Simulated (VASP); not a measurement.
OSZICAR of a VASP run on Sn2GeTe3 (space group P-3m1):

OSZICAR:
```
       N       E                     dE             d eps       ncg     rms          rms(c)
DAV:   1     0.523039951658E+03    0.52304E+03   -0.24165E+04   800   0.211E+03
DAV:   2     0.601584061151E+02   -0.46288E+03   -0.45267E+03   760   0.603E+02
DAV:   3    -0.204283874204E+02   -0.80587E+02   -0.79010E+02   864   0.184E+02
DAV:   4    -0.252174996819E+02   -0.47891E+01   -0.47488E+01   840   0.501E+01
DAV:   5    -0.253752595154E+02   -0.15776E+00   -0.15763E+00  1004   0.922E+00    0.929E+00
DAV:   6    -0.252538453804E+02    0.12141E+00   -0.31427E-01   936   0.362E+00    0.596E+00
DAV:   7    -0.252549071945E+02   -0.10618E-02   -0.20028E-01   868   0.225E+00    0.457E-01
DAV:   8    -0.252466520039E+02    0.82552E-02   -0.45336E-02   844   0.141E+00    0.504E-01
DAV:   9    -0.252469499329E+02   -0.29793E-03   -0.29458E-03   908   0.232E-01    0.266E-01
DAV:  10    -0.252470280002E+02   -0.78067E-04   -0.13093E-04   996   0.713E-02    0.153E-01
DAV:  11    -0.252470188684E+02    0.91318E-05   -0.86040E-05   928   0.661E-02    0.184E-02
DAV:  12    -0.252470202001E+02   -0.13317E-05   -0.10501E-05   716   0.154E-02    0.663E-03
DAV:  13    -0.252470204343E+02   -0.23415E-06   -0.58095E-07   448   0.534E-03
   1 F= -.25247020E+02 E0= -.25246561E+02  d E =-.252470E+02
       N       E                     dE             d eps       ncg     rms          rms(c)
DAV:   1    -0.252593508469E+02   -0.12331E-01   -0.26506E-01   916   0.542E+00    0.687E-01
DAV:   2    -0.252508433294E+02    0.85075E-02   -0.19416E-02   928   0.163E+00    0.310E-01
DAV:   3    -0.252483233812E+02    0.25199E-02   -0.43721E-03   952   0.672E-01    0.107E-01
DAV:   4    -0.252479945859E+02    0.32880E-03   -0.46364E-04   956   0.178E-01    0.559E-02
DAV:   5    -0.252479527068E+02    0.41879E-04   -0.92259E-05   896   0.753E-02    0.195E-02
DAV:   6    -0.252479529950E+02   -0.28824E-06   -0.13768E-05   816   0.378E-02    0.440E-03
DAV:   7    -0.252479530860E+02   -0.90972E-07   -0.35150E-07   436   0.454E-03
   2 F= -.25247953E+02 E0= -.25247446E+02  d E =-.932652E-03
       N       E                     dE             d eps       ncg     rms          rms(c)
DAV:   1    -0.252481680654E+02   -0.21507E-03   -0.46386E-03   920   0.712E-01    0.912E-02
DAV:   2    -0.252480197119E+02    0.14835E-03   -0.33886E-04   932   0.226E-01    0.410E-02
DAV:   3    -0.252479749377E+02    0.44774E-04   -0.81323E-05   952   0.948E-02    0.140E-02
DAV:   4    -0.252479684224E+02    0.65152E-05   -0.91860E-06   864   0.244E-02    0.734E-03
DAV:   5    -0.252479669303E+02    0.14921E-05   -0.14047E-06   468   0.105E-02    0.218E-03
DAV:   6    -0.252479669312E+02   -0.90949E-09   -0.45682E-07   404   0.745E-03
   3 F= -.25247967E+02 E0= -.25247454E+02  d E =-.946497E-03
       N       E                     dE             d eps       ncg     rms          rms(c)
DAV:   1    -0.252499302504E+02   -0.19633E-02   -0.52411E-02   808   0.171E+00    0.257E-01
DAV:   2    -0.252488833713E+02    0.10469E-02   -0.29269E-03   912   0.638E-01    0.146E-01
DAV:   3    -0.252483199311E+02    0.56344E-03   -0.70897E-04  1016   0.317E-01    0.358E-02
DAV:   4    -0.252483081307E+02    0.11800E-04   -0.18699E-04   880   0.108E-01    0.188E-02
DAV:   5    -0.252483074502E+02    0.68044E-06   -0.25431E-05   800   0.482E-02    0.667E-03
DAV:   6    -0.252483074344E+02    0.15814E-07   -0.92066E-07   436   0.810E-03
   4 F= -.25248307E+02 E0= -.25247802E+02  d E =-.340503E-03
```

Problem. Which electronic solver shows in the log?

Solution. It is blocked Davidson (ALGO = Normal, or the opening steps of other solvers). The INCAR had ALGO = Normal.

Problem. Can the final energy be trusted as converged?

Solution. The run converged. It stopped with EDIFF = 1E-6, NELM = 100, NSW = 60 and EDIFFG = -0.02 after 4 ionic steps (PBEsol GGA, plane waves, VASP's PBE PAW potentials (set 64)).

The structure comes from a computed database's Sn2GeTe3 entry (P-3m1); how it stands against other phases isn't given here. This run relaxes it. Symmetry was kept, so distortions that lower it aren't found. The start is the result of an earlier pass.
